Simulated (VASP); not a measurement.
Input:

```
Cd
1.0
    1.49000    -2.58076     0.00000
    1.49000     2.58076     0.00000
    0.00000     0.00000     5.62000
Cd
2
Direct
  0.33333   0.66667   0.25000
  0.66667   0.33333   0.75000
```

All values below come from MS2 meta-GGA, VASP's PBE PAW potentials (set 64) (plane waves; VASP). Run with 520 eV cut-off, 13×13×6 Γ-centred mesh, first-order Methfessel-Paxton smearing of 0.10 eV, potentials Cd.

Energy and stress use the plane-wave basis of the starting cell.

Task: The ions, cell shape and volume are relaxed. Predict the relaxed structure.

Result: 
```
Cd
1.0
    1.48655    -2.57479     0.00000
    1.48655     2.57479     0.00000
    0.00000     0.00000     5.48922
Cd
2
Direct
  0.33333   0.66667   0.25000
  0.66667   0.33333   0.75000
```
Space group P6_3/mmc (194), at a tolerance of 0.03 Å.

Task: How do energy and volume change from the first to the last step?

Result: The energy (σ→0) changes by -4.1 meV/atom and the volume by -2.8 %, in 7 ionic steps.

The compound is Cd in the hcp structure. This run relaxes it. Symmetry was kept, so distortions that lower it aren't found.
